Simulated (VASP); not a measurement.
Energy against volume of InAs (zinc blende). Calculation: revPBE GGA, VASP's PBE PAW potentials (set 64) (plane waves; VASP). Run with 520 eV cut-off, 10×10×10 Γ-centred mesh, first-order Methfessel-Paxton smearing of 0.10 eV, potentials In_d As.

```
V (Å³/atom)  E (eV/atom)
-----------  -----------
29.429          -3.56971
30.339          -3.57386
31.250          -3.57034
32.160          -3.56040
```

**Question.** Fit these four points and predict the energy of the run at 28.519 Å³/atom.

**Answer.** A cubic in V^(−2/3), the third-order Birch-Murnaghan form, passes through the four points with V0 = 30.35 Å³/atom and B0 = 45 GPa, and gives -3.5564 eV/atom there. The run gave -3.5564 eV/atom, +0.0 meV/atom from the fit; all five points give B0 = 45 GPa.

The compound is InAs in the zinc blende structure. It was relaxed first, which changed the volume by +9 %.
